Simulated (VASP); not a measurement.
Input for VASP

POSCAR:
```
Pt
1.0
  0.0000000000   1.9600000000   1.9600000000
  1.9600000000   0.0000000000   1.9600000000
  1.9600000000   1.9600000000   0.0000000000
Pt
1
direct
  0.0000000000   0.0000000000   0.0000000000
```

**INCAR**
```
! general
SYSTEM   = Pt
PREC     = Accurate
ENCUT    = 520
LREAL    = .FALSE.   ! projection in real space or not
LASPH    = .TRUE.   ! aspherical one-centre terms

! electronic loop
EDIFF    = 1E-6   ! SCF stop (eV)
NELM     = 100   ! most electronic steps
ALGO     = Normal
LMAXMIX  = 6

! smearing
ISMEAR   = 1
SIGMA    = 0.1   ! width (eV)

! functional
GGA      = CX
LUSE_VDW = .TRUE.
AGGAC    = 0.0

! ions
IBRION   = 2   ! conjugate gradients
NSW      = 60
ISIF     = 3
EDIFFG   = -0.01

! output
LWAVE    = .FALSE.
LCHARG   = .FALSE.
```

**KPOINTS**
```
kpoints
0
Gamma
  14 14 14
0 0 0
```

POTCAR, in this order: Pt (PBE.64 set). Program: vasp_std.

**Question.** Write an equivalent input for Quantum ESPRESSO's pw.x.

**Answer.** One equivalent input (not run):
```
&CONTROL
  calculation = 'vc-relax'
  pseudo_dir = './pseudo'
  outdir = './out'
  tprnfor = .true.
  tstress = .true.
  nstep = 60
  forc_conv_thr = 0.00039
/
&SYSTEM
  ibrav = 0
  nat = 1
  ntyp = 1
  ecutwfc = 84
  occupations = 'smearing'
  smearing = 'methfessel-paxton'
  degauss = 0.00735
  input_dft = 'vdw-df-cx'
/
&ELECTRONS
  conv_thr = 7.3e-08
  electron_maxstep = 100
/
&IONS
/
&CELL
/
ATOMIC_SPECIES
  Pt 195.084 Pt.upf
CELL_PARAMETERS angstrom
     0.0000000    1.9600000    1.9600000
     1.9600000    0.0000000    1.9600000
     1.9600000    1.9600000    0.0000000
ATOMIC_POSITIONS crystal
  Pt   0.0000000  0.0000000  0.0000000
K_POINTS automatic
  14 14 14 0 0 0
```
Limits of the translation: the potentials are each code's own (VASP's PAW set, PseudoDojo norm-conserving files in pw.x), so ENCUT and ecutwfc are chosen apart and not converted; conv_thr bounds pw.x's estimated SCF error, while EDIFF bounds the energy change between steps; forc_conv_thr acts on force components and is met together with etot_conv_thr.

The compound is Pt in the fcc structure. This run relaxes it. Symmetry was kept, so distortions that lower it aren't found.
